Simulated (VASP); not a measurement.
Data:

```yaml
crystal:
  lattice:
    - [0.00000, 3.54447, 3.54447]
    - [3.54447, 0.00000, 3.54447]
    - [3.54447, 3.54447, 0.00000]
  atoms:
    - { symbol: Ba, position: [0.00000, 0.00000, 0.00000] }
    - { symbol: Te, position: [0.50000, 0.50000, 0.50000] }
```

Computed with PBE GGA, VASP's PBE PAW potentials (set 64) (plane waves; VASP 6.6.1). Run with 520 eV cut-off, 6×6×6 Γ-centred mesh, Gaussian smearing of 0.050 eV, potentials Ba_sv Te.

Unless said otherwise, spin-orbit coupling is left out, though it shifts the bands of the heavy elements here.

Estimate the energy per atom (σ→0), band gap (on the k-mesh) with the smallest direct gap where there is one.

```yaml
band gap (on the k-mesh): 1.60 eV
smallest direct gap (on the k-mesh): 1.98 eV
energy per atom (σ→0): -4.315 eV/atom
```

Only differences to runs with the same potentials and settings are physical.

The compound is BaTe in the rock salt structure. It was relaxed first.
